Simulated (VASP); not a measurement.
**A VASP study of MoS2 (r2SCAN): structure first, properties next**

How well does r2SCAN reproduce what experiment finds for MoS2? The cell is relaxed first, and properties follow on it. The steps: full relaxation (r2SCAN), second relaxation, single point with fields (r2SCAN), band structure (r2SCAN), total and projected DOS (r2SCAN), zone-centre phonons (r2SCAN), elastic constants (r2SCAN), optical spectrum (r2SCAN), independent-particle dielectric function (r2SCAN), bands along the symmetry lines (r2SCAN + SOC) and band structure (r2SCAN), changed input. Left out of this account: 1 further run (core levels: core levels are not valid at this level). The start is a cell from a database of measured crystal structures.

Main program and level: VASP 6.6.1; r2SCAN; plane waves and PAW (Mo_sv, S), in the first sound run; inputs show where later runs differ.

Experimental background.

“Pressure coefficients for direct optical transitions in MoS2, MoSe2, WS2, and WSe2 crystals and semiconductor to metal transitions” (2016, pmc:4877596) quotes from earlier work for MoS2, 2H (literature value): lattice constant c (c, literature experiment) 12.32 Å [literature value; a second literature value of 12.30 is listed beside it].

For MoS2, 2H (natural single crystal, c-axis oriented, backscattering), “Multiwavelength excitation Raman Scattering Analysis of bulk and 2 dimensional MoS2: Vibrational properties of atomically thin MoS2 layers” (2015, arxiv:1506.03228) gives, by multiwavelength Raman scattering: Raman mode (E2g^2 at Gamma (low-frequency interlayer shear mode)) 32 cm⁻¹ [scale corrected to Si line at 520 cm-1]; Raman mode (E2g^1 at Gamma) 382.9 cm⁻¹ [scale corrected to Si line at 520 cm-1]; Raman mode (A1g at Gamma) 408.1 cm⁻¹ [scale corrected to Si line at 520 cm-1].

“A Comprehensive Multiphonon Spectral Analysis in MoS2” (2014, arxiv:1408.6748) quotes from earlier work for MoS2, 2H hexagonal (bulk 2H-MoS2, 300 K): infrared mode (E1u(Gamma)) 384 cm⁻¹ [Polar mode; TO or LO not stated]; infrared mode (A2u(Gamma)) 470 cm⁻¹ [Polar mode; TO or LO not stated].

“Tuning thermal conductivity in molybdenum disulfide by electrochemical intercalation” (2016, pmc:5078741) reports for MoS2, 2H, by picosecond interferometry (exfoliated bulk crystal; literature density and refractive index used): elastic constant C33 (C33) 52 GPa.

This is a report of a sequence of runs, with most program output left out.

The database entry behind the starting cell differs from later determinations by our own check (about 0.3 % long), so it need not match the best structure at ambient conditions.

### Step 1. Starting point

Before any relaxation, the start is as follows. The structure is hexagonal, space group P6_3/mmc (No. 194). Conventional cell: a = 3.169 Å, b = 3.169 Å, c = 12.324 Å, α = 90.00°, β = 90.00°, γ = 120.00°. Nearest to Mo lie 6 S at 2.41 Å. Nearest to S lie 3 Mo at 2.41 Å. Farther neighbours and most contacts between anions are not listed.

### Step 2. Full relaxation (r2SCAN)

Properties are meant for the cell that this level of theory prefers, so cell and atoms are relaxed first (ISIF = 3) until forces and stress are small; EDIFFG sets the threshold. r2SCAN adds the kinetic-energy density, costs more than a GGA and is run with LASPH.

INCAR reads:

```
SYSTEM = MoS2
PREC = Accurate
ENCUT = 400
EDIFF = 1E-06
NELM = 100
ISMEAR = 0
SIGMA = 0.05
LREAL = .FALSE.
ALGO = Normal
METAGGA = R2SCAN
LASPH = .TRUE.
NBANDS = 32
LORBIT = 11
LWAVE = .FALSE.
LCHARG = .FALSE.
KPAR = 4
IBRION = 2
NSW = 60
ISIF = 3
EDIFFG = -0.01
```

POSCAR reads:

```
MoS2
1.0
    3.1690000000      0.0000000000      0.0000000000
   -1.5845000000      2.7444345046      0.0000000000
    0.0000000000      0.0000000000     12.3240000000
Mo S
2 4
Direct
    0.3333333333      0.6666666667      0.2500000000
    0.6666666667      0.3333333333      0.7500000000
    0.3333333333      0.6666666667      0.6230000000
    0.6666666667      0.3333333333      0.1230000000
    0.3333333333      0.6666666667      0.8770000000
    0.6666666667      0.3333333333      0.3770000000
```

KPOINTS reads:

```
Automatic mesh
0
Gamma
8 8 2
0 0 0
```

The projector-augmented-wave data sets are Mo_sv and S (PBE family, release 64).

The run is started by

```sh
> mpirun -np 4 vasp_std
```

Run time: 16 min. Hardware: 4 MPI ranks of AMD EPYC 7R43, shared host; peak memory 0.85 GiB.

The gap is read on the k-mesh alone, so it is an upper bound where the band edges lie off the mesh. The bonds form layers, held to each other by dispersion, which r2SCAN holds only at short range, so the spacing between them may come out too wide. The PAW data sets were made with PBE, which is usual practice but a small mismatch for other functionals. The run keeps the 24 symmetry operations of its start, so it cannot find a distortion of lower symmetry.

The steps of the relaxation:

| step | energy less that of the first step (eV) | largest force (eV/Å) | pressure (GPa) | volume (Å³) |
| --- | --- | --- | --- | --- |
| 1 | 0.0000 | 0.2388 | 0.57 | 107.18 |
| 2 | -0.0097 | 0.0645 | 0.32 | 108.16 |
| 3 | -0.0098 | 0.0531 | 0.31 | 108.23 |
| 4 | -0.0148 | 0.1198 | -0.37 | 109.13 |
| 5 | -0.0169 | 0.1971 | -1.13 | 110.18 |
| 6 | -0.0188 | 0.1808 | -1.02 | 110.28 |
| 7 | -0.0234 | 0.1312 | -0.70 | 110.55 |
| 8 | -0.0287 | 0.0312 | -0.01 | 111.10 |
| 9 | -0.0245 | 0.1793 | 1.44 | 112.17 |
| 10 | -0.0295 | 0.0407 | 0.45 | 111.43 |
| 11 | -0.0295 | 0.0353 | 0.41 | 111.40 |
| 12 | -0.0300 | 0.0113 | 0.22 | 111.73 |
| 13 | -0.0302 | 0.0217 | -0.03 | 112.21 |
| 14 | -0.0302 | 0.0148 | 0.02 | 112.12 |
| 15 | -0.0302 | 0.0099 | 0.01 | 112.17 |

| conventional cell, symmetrised | before | after | change |
| --- | --- | --- | --- |
| a (Å) | 3.169 | 3.182 | +0.4 % |
| b (Å) | 3.169 | 3.182 | +0.4 % |
| c (Å) | 12.324 | 12.792 | +3.8 % |
| volume (Å³/atom) | 17.86 | 18.70 | +4.7 % |

The atoms that moved most (Å, as changes of fractional coordinates times the final cell):

| atom | dx | dy | dz | length |
| --- | --- | --- | --- | --- |
| S3 | 0.000 | 0.000 | 0.071 | 0.071 |
| S5 | 0.000 | 0.000 | -0.071 | 0.071 |
| S6 | 0.000 | 0.000 | -0.071 | 0.071 |
| S4 | 0.000 | 0.000 | 0.071 | 0.071 |

Final coordinates:

```xyz
6
Lattice="3.1821 0.0000 0.0000 -1.5910 2.7557 0.0000 0.0000 0.0000 12.7919" Properties=species:S:1:pos:R:3 pbc="T T T"
Mo    0.0000    1.8372    3.1980
Mo    1.5910    0.9186    9.5940
S     0.0000    1.8372    8.0405
S     1.5910    0.9186    1.6446
S     0.0000    1.8372   11.1474
S     1.5910    0.9186    4.7514
```

This step gave:

| Item | Value |
| --- | --- |
| electrons | 52 |
| bands | 32 |
| irreducible k-points | 20 |
| symmetry operations | 24 |
| free energy (TOTEN) | -90.0695 eV |
| Fermi energy | 7.029 eV |
| pressure | 0.007592 GPa |
| metallic | no |
| valence top at k | 0, 0, 0 |
| conduction bottom at k | 0.25, 0.125, 0 |
| least direct gap at k | 0.375, 0.25, 0 |
| SCF cycles over all ionic steps | 124 |
| gap on the k-mesh | 1.280 eV |
| least direct gap on the k-mesh | 2.040 eV |

It ends with a largest force of 0.010 eV/Å and a pressure of 0.01 GPa. The volume lies +4.7 % from that of the database's start.

### Step 3. Second relaxation

A relaxation keeps the plane waves of the cell it began with, so it is repeated from the new cell, on a basis made for it.

INCAR is that of step 2.

POSCAR reads:

```
MoS2
1.0
    3.1820585831      0.0000000000      0.0000000000
   -1.5910292916      2.7557435693      0.0000000000
    0.0000000000      0.0000000000     12.7919415260
Mo S
2 4
Direct
    0.3333333333      0.6666666667      0.2500000000
    0.6666666667      0.3333333333      0.7500000000
    0.3333333333      0.6666666667      0.6285634122
    0.6666666667      0.3333333333      0.1285634122
    0.3333333333      0.6666666667      0.8714365878
    0.6666666667      0.3333333333      0.3714365878
```

KPOINTS is that of step 2.

The run is started by

```sh
> mpirun -np 4 vasp_std
```

It took 2.9 min on 4 MPI ranks; peak memory 0.84 GiB.

Little changed from the start: no atom moved by 0.005 Å and no cell edge by 0.1 %.

This step gave:

| Item | Value |
| --- | --- |
| free energy (TOTEN) | -90.0799 eV |
| Fermi energy | 7.037 eV |
| pressure | -0.009912 GPa |
| SCF cycles over all ionic steps | 22 |
| gap on the k-mesh | 1.279 eV |
| least direct gap on the k-mesh | 2.036 eV |

It ends with a largest force of 0.007 eV/Å and a pressure of -0.01 GPa. The volume moved by only 0.07 %, so the cell is settled.

### Step 4. Single point with fields (r2SCAN)

A single point on the relaxed cell gives a clean self-consistent state, with density, ELF and potential written out.

INCAR: that of step 3 with these lines changed.

```diff
@@ -14,7 +14,5 @@
 LWAVE = .FALSE.
-LCHARG = .FALSE.
-KPAR = 4
-IBRION = 2
-NSW = 60
-ISIF = 3
-EDIFFG = -0.01
+LCHARG = .TRUE.
+ISIF = 2
+LELF = .TRUE.
+LVHAR = .TRUE.
```

POSCAR reads:

```
MoS2
1.0
    3.1832383892      0.0000000000      0.0000000000
   -1.5916191946      2.7567653113      0.0000000000
    0.0000000000      0.0000000000     12.7917715118
Mo S
2 4
Direct
    0.3333333333      0.6666666667      0.2500000000
    0.6666666667      0.3333333333      0.7500000000
    0.3333333333      0.6666666667      0.6286035896
    0.6666666667      0.3333333333      0.1286035896
    0.3333333333      0.6666666667      0.8713964104
    0.6666666667      0.3333333333      0.3713964104
```

KPOINTS is that of step 3.

The run is started by

```sh
> mpirun -np 4 vasp_std
```

Run time: 76 s. Hardware: 4 MPI ranks; peak memory 0.49 GiB; 5 min of CPU time.

Numbers from this step:

- SCF cycles: 15
- free energy (TOTEN): -90.0800 eV
- Fermi energy: 7.046 eV
- pressure: -0.009987 GPa

Valence electrons inside each PAW sphere by angular momentum. Sphere charges, by row:

| atom | s (e) | p (e) | d (e) | tot (e) |
| --- | --- | --- | --- | --- |
| Mo1 | 2.284 | 6.221 | 3.904 | 12.41 |
| Mo2 | 2.284 | 6.221 | 3.904 | 12.41 |
| S3 | 1.355 | 2.365 | 0 | 3.72 |
| S4 | 1.355 | 2.365 | 0 | 3.72 |
| S5 | 1.355 | 2.365 | 0 | 3.72 |
| S6 | 1.355 | 2.365 | 0 | 3.72 |

Electrostatic potential energy in the ac plane at fractional y = 0.333, with atoms of Mo and S within 0.2 Å of it. With pseudopotentials it is smooth inside the atoms' cores, unlike the true potential.

Values in eV, 24 rows by 16 columns, each cell a mean:
```
  4   4   4   4   4   4   4   5   5   5   5   5   5   5   5   4
  2   1   0   0   1   1   2   3   4   4   4   4   4   4   4   3
 -2  -4  -6  -7  -6  -3  -1   1   2   3   3   3   3   3   2   0
 -3  -4  -5  -6  -5  -3  -2  -2  -2  -4  -5  -5  -4  -3  -2  -2
 -4  -2  -1  -1  -2  -3  -7 -17 -29 -37 -42 -43 -39 -32 -21 -10
-10  -2  -1   0  -2  -7 -22 -40 -54 -63 -68 -69 -65 -58 -45 -28
 -8  -2  -1   0  -2  -5 -17 -34 -48 -57 -62 -63 -59 -51 -39 -22
 -3  -2  -2  -2  -2  -3  -4  -8 -15 -22 -26 -27 -24 -18 -10  -5
 -3  -5  -7  -8  -7  -4  -2   0   0   0   0   0   0   0   0  -1
 -1  -2  -4  -4  -3  -1   0   2   3   3   4   4   3   3   2   1
  3   3   2   2   2   3   3   4   4   4   4   5   4   4   4   4
  5   5   4   4   5   5   5   5   5   5   5   5   5   5   5   5
  4   4   5   5   5   4   4   4   3   2   2   2   2   3   3   4
  2   3   4   4   3   2   0  -3 -11 -21 -29 -30 -24 -14  -5   0
 -2   1   3   3   2  -1  -5 -24 -55 -72 -75 -76 -74 -64 -34  -9
 -3   0   0   0   0  -2  -5 -20 -47 -67 -72 -72 -70 -56 -28  -8
 -4  -5  -7  -7  -6  -5  -4  -4  -8 -14 -19 -20 -16 -10  -5  -4
-10 -17 -22 -22 -19 -14  -7  -3  -2  -1  -1  -1  -1  -1  -2  -4
 -8 -13 -17 -18 -15 -10  -6  -3  -2  -2  -2  -2  -2  -2  -3  -4
 -3  -2  -3  -3  -3  -3  -4  -8 -19 -33 -42 -43 -37 -24 -10  -4
 -3   0   1   1   1  -2  -6 -27 -60 -75 -76 -76 -76 -69 -37 -10
 -1   2   3   3   3   0  -3 -15 -39 -59 -67 -68 -62 -47 -22  -6
  3   4   4   4   4   3   2   1  -2  -6  -9 -10  -7  -3   0   2
  5   5   5   5   5   5   5   4   4   4   4   4   4   4   4   4
```
Columns run along a (3.2 Å; values clipped at the 3rd and 97th percentile), rows up along c (12.8 Å). Atoms in or near the plane, at fractional coordinates: Mo at (0.67, 0.75), S at (0.67, 0.13), S at (0.67, 0.37).

ELF in the ac plane at fractional y = 0.333, with atoms of Mo and S within 0.2 Å of it. It is the smooth field of the valence electrons, not physical close to the nuclei.

Ten even steps from '_' (0.02) to '@' (0.93), each cell a mean:
```
..::------::..__________________
**########**==::..__________..==
##%%%%%%%%##**==--........::==**
############**==::::::::::::--++
--==++++++--::--==++******==--::
::::::--::..--**####++==**##**==
::::----::::::++**##****####++--
++********++--::----======--::--
##%%%%%%%%##**++--::......::==**
####%%%%%%##**==::..______..--++
==********++--..____________..::
____......______________________
..________..::++**%%%%%%%%##++--
**::____..==##@@@@@@@@@@@@@@@@%%
##==....--**%%@@%%##****##%%@@%%
##==....--**%%%%%%**====**%%%%%%
--........::==**############**++
::::------::..::::::::::::::::..
::::::::::::::--============--::
++::....::==**##%%####**##%%%%##
##==....--**%%%%%%**----++##%%%%
##--..__::**%%@@@@@@%%%%%%@@@@%%
==..______--**%%@@@@@@@@@@@@%%##
____________..::--++++++++==::..
```
Columns run along a (3.2 Å), rows up along c (12.8 Å). Atoms in or near the plane, at fractional coordinates: Mo at (0.67, 0.75), S at (0.67, 0.13), S at (0.67, 0.37).

Valence density in the ac plane at fractional y = 0.333, with atoms of Mo and S within 0.2 Å of it. It is the smooth field of the valence electrons, not physical close to the nuclei.

Ten steps, logarithmic in the rise over the least value, from '_' (0.0 e/Å³) to '@' (7.0 e/Å³), each cell a mean:
```
____....________________________
::::----::::::....__________....
--==========--::::........::::--
==============------------------
------------==++**####%%##**++==
==----------++##%%@@@@@@@@@@##++
==----------==**%%@@@@@@@@%%##++
================++++******++====
============------::::::::::----
----====------::............::::
..::::::::......______________..
________________________________
____________....::::::::::::....
::..____..::--====++++++++++==--
--::::..::--==++++++====++++++==
==--::::----==++**++====++**++++
------------====++++++++++++====
====++++++====------------------
==============------======------
==----------==++++++++++++++++==
==--::::::--==++**++--::==++++++
--::....::--==++++++++++++++++==
..________..::--============--::
________________............____
```
Columns run along a (3.2 Å), rows up along c (12.8 Å). Atoms in or near the plane, at fractional coordinates: Mo at (0.67, 0.75), S at (0.67, 0.13), S at (0.67, 0.37).

In this run the pressure is -0.01 GPa, small enough to go on.

### Step 5. Band structure (r2SCAN)

Levels along the symmetry lines show where the bands peak and cross; KPOINTS_OPT computes them in the converged potential.

INCAR reads:

```
SYSTEM = MoS2
PREC = Accurate
ENCUT = 400
EDIFF = 1E-06
NELM = 100
ISMEAR = 0
SIGMA = 0.05
LREAL = .FALSE.
ALGO = Normal
METAGGA = R2SCAN
LASPH = .TRUE.
NBANDS = 42
LORBIT = 11
LWAVE = .FALSE.
LCHARG = .FALSE.
KPAR = 4
```

POSCAR is that of step 4.

KPOINTS is that of step 4.

KPOINTS_OPT reads:

```
Line mode
16
Line-mode
Reciprocal
  0.00000000   0.00000000   0.00000000 GAMMA
  0.50000000   0.00000000   0.00000000 M

  0.50000000   0.00000000   0.00000000 M
  0.33333333   0.33333333   0.00000000 K

  0.33333333   0.33333333   0.00000000 K
  0.00000000   0.00000000   0.00000000 GAMMA

  0.00000000   0.00000000   0.00000000 GAMMA
  0.00000000   0.00000000   0.50000000 A

  0.00000000   0.00000000   0.50000000 A
  0.50000000   0.00000000   0.50000000 L

  0.50000000   0.00000000   0.50000000 L
  0.33333333   0.33333333   0.50000000 H

  0.33333333   0.33333333   0.50000000 H
  0.00000000   0.00000000   0.50000000 A

  0.50000000   0.00000000   0.50000000 L
  0.50000000   0.00000000   0.00000000 M

  0.33333333   0.33333333   0.00000000 K
  0.33333333   0.33333333   0.50000000 H
```

The run is started by

```sh
> mpirun -np 4 vasp_std
```

It took 5.7 min on 4 MPI ranks; peak memory 0.91 GiB; 23 min of CPU time.

Spin-orbit coupling is off here; it would split degenerate levels.

This step gave:

| Item | Value |
| --- | --- |
| SCF cycles | 14 |
| bands | 42 |
| Fermi energy | 7.037 eV |
| pressure | -0.004782 GPa |
| least gap on mesh and path | 1.136 eV |
| least direct gap on mesh and path | 1.728 eV |
| conduction bottom at k | 0.3333, 0.3333, 0 |
| least direct gap at k | 0.3333, 0.3333, 0 |

The electronic bands at the labelled points (eV, zero at the valence-band top; v1 is the highest filled band, c1 the lowest empty one):

| point | v4 | v3 | v2 | v1 | c1 | c2 | c3 | c4 |
| --- | --- | --- | --- | --- | --- | --- | --- | --- |
| Γ | -2.25 | -1.48 | -0.96 | 0.00 | 2.32 | 2.32 | 2.33 | 2.33 |
| 0.47 of the way | -2.22 | -1.59 | -1.30 | -1.19 | 1.48 | 1.88 | 2.01 | 2.18 |
| M | -1.79 | -1.68 | -1.31 | -1.24 | 1.75 | 1.78 | 2.20 | 2.39 |
| 0.47 of the way | -2.74 | -2.45 | -1.05 | -0.93 | 1.62 | 1.70 | 2.48 | 2.62 |
| K | -2.82 | -2.82 | -0.70 | -0.59 | 1.14 | 1.14 | 2.29 | 3.06 |
| 0.47 of the way | -1.87 | -1.70 | -1.47 | -1.45 | 1.18 | 1.79 | 1.95 | 2.16 |
| Γ | -2.25 | -1.48 | -0.96 | 0.00 | 2.32 | 2.32 | 2.33 | 2.33 |
| 0.53 of the way | -2.26 | -1.95 | -0.61 | -0.08 | 2.32 | 2.32 | 2.33 | 2.33 |
| A | -2.27 | -2.27 | -0.28 | -0.28 | 2.32 | 2.32 | 2.32 | 2.32 |
| 0.47 of the way | -1.98 | -1.98 | -1.21 | -1.21 | 1.77 | 1.77 | 1.94 | 1.94 |
| L | -1.73 | -1.73 | -1.27 | -1.27 | 1.77 | 1.77 | 2.30 | 2.30 |
| 0.47 of the way | -2.62 | -2.62 | -0.99 | -0.99 | 1.66 | 1.66 | 2.53 | 2.53 |
| H | -2.91 | -2.91 | -0.65 | -0.65 | 1.14 | 1.14 | 2.64 | 2.64 |
| 0.53 of the way | -1.71 | -1.71 | -1.37 | -1.37 | 1.49 | 1.49 | 2.00 | 2.00 |
| A | -2.27 | -2.27 | -0.28 | -0.28 | 2.32 | 2.32 | 2.32 | 2.32 |
| jump to L | -1.73 | -1.73 | -1.27 | -1.27 | 1.77 | 1.77 | 2.30 | 2.30 |
| 0.47 of the way | -1.77 | -1.69 | -1.30 | -1.25 | 1.76 | 1.78 | 2.24 | 2.36 |
| M | -1.79 | -1.68 | -1.31 | -1.24 | 1.75 | 1.78 | 2.20 | 2.39 |
| jump to K | -2.82 | -2.82 | -0.70 | -0.59 | 1.14 | 1.14 | 2.29 | 3.06 |
| 0.47 of the way | -2.86 | -2.86 | -0.68 | -0.61 | 1.14 | 1.14 | 2.38 | 2.94 |
| H | -2.91 | -2.91 | -0.65 | -0.65 | 1.14 | 1.14 | 2.64 | 2.64 |

The largest weight of each band there:

| point | v4 | v3 | v2 | v1 | c1 | c2 | c3 | c4 |
| --- | --- | --- | --- | --- | --- | --- | --- | --- |
| Γ | Mo 0.61 | S 0.95 | Mo 0.85 | Mo 0.73 | Mo 0.52 | Mo 0.52 | Mo 0.51 | Mo 0.51 |
| M | S 0.83 | S 0.82 | Mo 0.68 | Mo 0.73 | Mo 0.96 | Mo 0.96 | Mo 0.92 | Mo 0.91 |
| K | S 0.66 | S 0.66 | Mo 0.86 | Mo 0.84 | Mo 0.93 | Mo 0.93 | Mo 0.80 | Mo 0.76 |
| Γ | Mo 0.61 | S 0.95 | Mo 0.85 | Mo 0.73 | Mo 0.52 | Mo 0.52 | Mo 0.51 | Mo 0.51 |
| A | Mo 0.60 | Mo 0.60 | Mo 0.70 | Mo 0.70 | Mo 0.51 | Mo 0.51 | Mo 0.51 | Mo 0.51 |
| L | S 0.82 | S 0.82 | Mo 0.71 | Mo 0.71 | Mo 0.96 | Mo 0.96 | Mo 0.91 | Mo 0.91 |

The path lowers the gap by 0.14 eV against the mesh alone, so a band edge lies off the mesh.

### Step 6. Total and projected DOS (r2SCAN)

A density of states needs more k-points than a total energy; ISMEAR = -5 takes tetrahedra, and LORBIT projects the states on the PAW spheres. The mesh is finer than in the run before.

INCAR: that of step 5 with these lines changed.

```diff
@@ -5,3 +5,3 @@
 NELM = 100
-ISMEAR = 0
+ISMEAR = -5
 SIGMA = 0.05
@@ -16 +16,2 @@
 KPAR = 4
+NEDOS = 2001
```

POSCAR is that of step 5.

KPOINTS reads:

```
Automatic mesh
0
Gamma
12 12 3
0 0 0
```

The run is started by

```sh
> mpirun -np 4 vasp_std
```

Wall time 2.4 min (4 MPI ranks); peak memory 0.95 GiB.

This step gave:

| Quantity | Value |
| --- | --- |
| irreducible k-points | 38 |
| free energy (TOTEN) | -90.0805 eV |
| Fermi energy | 6.743 eV |
| pressure | -0.007030 GPa |
| gap on the k-mesh | 1.136 eV |
| least direct gap on the k-mesh | 1.728 eV |

The density of states has structure finer than the step of the table below, so its rows give means over 0.5 eV, whole bins alone (the curve runs from -12.0 to 2.51 eV). Peaks (eV: height): total -3.90: 13.0, -1.42: 13.5, 1.76: 17.6, 2.34: 10.9; Mo d -3.90: 3.88, -1.42: 7.49, 1.76: 12.1, 2.10: 6.20; S p -3.90: 4.69, -2.78: 3.79, -2.66: 3.54, -2.53: 3.95; Mo p -4.56: 0.184, -3.90: 0.184, -2.53: 0.205, -2.12: 0.197; S s -4.56: 0.416, -2.53: 0.139, -1.42: 0.123, 2.10: 0.147.

States under -12.0 eV and over 2.5 eV are left out. Table of density of states by energy, zero at the valence-band top; means over each step; values in states/eV/cell:

| energy (eV) | total | Mo d | S p | Mo p | S s | Mo s |
| --- | --- | --- | --- | --- | --- | --- |
| -7.5 | 0 | 0 | 0 | 0 | 0 | 0 |
| -7.0 | 0.0243 | 0.00344 | 0.00673 | 6.4e-5 | 6.0e-4 | 0.00209 |
| -6.5 | 2.34 | 0.338 | 0.727 | 0.0272 | 0.0302 | 0.159 |
| -6.0 | 6.53 | 1.42 | 2.04 | 0.0863 | 0.0545 | 0.218 |
| -5.5 | 3.17 | 0.651 | 1.09 | 0.0552 | 0.0420 | 0.0380 |
| -5.0 | 3.34 | 0.660 | 1.11 | 0.0620 | 0.102 | 0.0861 |
| -4.5 | 6.08 | 1.21 | 1.99 | 0.109 | 0.239 | 0.238 |
| -4.0 | 6.77 | 1.96 | 2.39 | 0.0938 | 0.0736 | 0.0502 |
| -3.5 | 3.89 | 1.23 | 1.34 | 0.0637 | 0.0240 | 0.0147 |
| -3.0 | 3.91 | 1.13 | 1.39 | 0.0843 | 0.0289 | 0.0186 |
| -2.5 | 6.38 | 1.34 | 2.66 | 0.146 | 0.0882 | 0.0188 |
| -2.0 | 4.44 | 0.467 | 2.15 | 0.153 | 0.0457 | 0.00701 |
| -1.5 | 4.95 | 2.25 | 1.12 | 0.0859 | 0.0447 | 0.0233 |
| -1.0 | 3.60 | 2.00 | 0.584 | 0.0413 | 0.0220 | 0.0209 |
| -0.5 | 0.598 | 0.328 | 0.113 | 0.00175 | 0.00876 | 0.00795 |
| 0.0 | 0.0879 | 0.0478 | 0.0180 | 9.1e-5 | 0.00168 | 0.00178 |
| 0.5 | 0 | 0 | 0 | 0 | 0 | 0 |
| 1.0 | 0.0831 | 0.0591 | 0.00686 | 1.8e-4 | 2.0e-4 | 0.00237 |
| 1.5 | 4.66 | 2.97 | 0.592 | 0.0248 | 0.0373 | 0.0354 |
| 2.0 | 8.44 | 5.10 | 1.45 | 0.0427 | 0.0729 | 0.0526 |

The gap on this mesh is 1.14 eV. In the top eV of the valence band the largest shares in the PAW spheres are Mo d 57 % and S p 17 %; in the lowest eV of the conduction band, Mo d 62 % and S p 15 %. The rest lies in smaller channels or between the spheres.

[end of part 1 of 2]

[Lines on the potential files, build, host, timing and source positions are cut from VASP's logs without a mark.]

[Logs are printed without paths, hosts, clocks, repeated set-up lines and the standing remarks that a program may print on its own settings, such as how far it seeks lower states.]

[Hosts, paths, dates, database ids (printed as entryN), source tags and the programs' standing remarks are cut or masked in the printed files.]

[Measured values are set beside computed ones only where the two were judged alike; some that the calculation misses by far are left out.]

[In band tables of VASP the shares of atoms and orbitals are scaled to a sum of 1 inside the atoms' spheres.]
